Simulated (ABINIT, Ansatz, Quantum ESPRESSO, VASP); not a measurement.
## RbP₂Ru₂ (I4/mmm, 5 atoms in the cell) computed with different codes at matched settings

Self-consistent single point.

```yaml
crystal:
  lattice:
    - [-2.01581, 2.01581, 6.60592]
    - [2.01581, -2.01581, 6.60592]
    - [2.01581, 2.01581, -6.60592]
  atoms:
    - { symbol: Rb, position: [0.00000, 0.00000, 0.00000] }
    - { symbol: P, position: [0.33349, 0.33349, 0.00000] }
    - { symbol: P, position: [0.66651, 0.66651, 0.00000] }
    - { symbol: Ru, position: [0.75000, 0.25000, 0.50000] }
    - { symbol: Ru, position: [0.25000, 0.75000, 0.50000] }
```

Shared settings, as Ansatz (a first-principles code) writes them: kpoints.mp_grid.grid = 7 7 7; scf.occupations.method = fermi_dirac; scf.occupations.width = 0.1 eV. Potentials and cutoffs stand in the table.

```tsv
code	model	pressure (GPa)	largest force (eV/Å)	cutoff
VASP	PBEsol, VASP's PBE PAW potentials (set 64)	-1.78	0.048	300 eV
Ansatz	PBEsol, PAW files made with PBE	-1.54	0.037	default
ABINIT	PBEsol, PAW (JTH v2.0 PBE PAW, files made for PBE)	-1.13	0.084	571 eV
Quantum ESPRESSO	PBEsol, SSSP 1.1.2 precision (PBE) pseudopotentials	-1.28	0.078	75 Ry
```

On Ansatz's run: spin polarisation is off; with an odd number of electrons in the cell that forces a metal, and a magnetic state may lie lower.

The spread over the programs that give each value: pressure within 0.65 GPa; largest force within 0.047 eV/Å.

Ansatz's pressure is given at a fixed set of plane waves, as the other plane-wave codes print theirs; with its correction for the finite basis it is -1.47 GPa.

VASP's run is marked for a possible Pulay error in its stress at this cutoff; no cutoff test was made.

The starting cell comes from a database of computed structures (which also holds hypothetical and non-ambient phases and stackings), without a prior relaxation at this level.

Left out of this page: GPAW, CP2K, FLEUR and SIESTA (not drawn, or without a comparable value).

Keys are those of Ansatz 0.2.
